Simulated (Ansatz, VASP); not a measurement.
## Ti3GaF6: VASP beside Ansatz

```
Ti Ga F
1.0
     0.00000    3.84857    3.84857
     3.84857    0.00000    3.84857
     3.84857    3.84857    0.00000
Ti Ga F
3 1 6
Direct
  0.75000 0.75000 0.75000
  0.25000 0.25000 0.25000
  0.00000 0.00000 0.00000
  0.50000 0.50000 0.50000
  0.29650 0.70350 0.70350
  0.70350 0.29650 0.70350
  0.70350 0.29650 0.29650
  0.29650 0.70350 0.29650
  0.70350 0.70350 0.29650
  0.29650 0.29650 0.70350
```

The cell was built by a generator and needn't be a form met in nature.

Alike in both runs: task single point; functional PBE; dispersion D3(BJ); k mesh 4 × 4 × 4; no spin polarisation.

```csv
,VASP,Ansatz
version,VASP 6.6.1,Ansatz 0.2.0
potentials or method,"VASP PAW PBE potentials, release 64 (Ti_sv, Ga_d, F)",PAW plane waves
plane-wave cutoff (eV),520,420
occupations,"fermi-dirac, width 0.1 eV",fermi-dirac
valence electrons in the cell,91,91
```

```csv
,VASP,Ansatz,Ansatz less VASP
gap on the k mesh at the Fermi level (eV),none,none,-
rms of the force components (eV/Å),6.482,6.362,-0.1199
dispersion energy (meV/atom),-222.1,-222.1,-0.05
```

Atom by atom the forces differ by 0.120 eV/Å (rms over components). A gap of «none» marks a metal or a gap that the smearing closes.

Caveats: an odd number of electrons without spin polarisation forces a metal; a magnetic or distorted state may lie lower; semilocal functionals often make such compounds metallic where correlation or magnetic order opens a gap, which also shifts bond lengths.
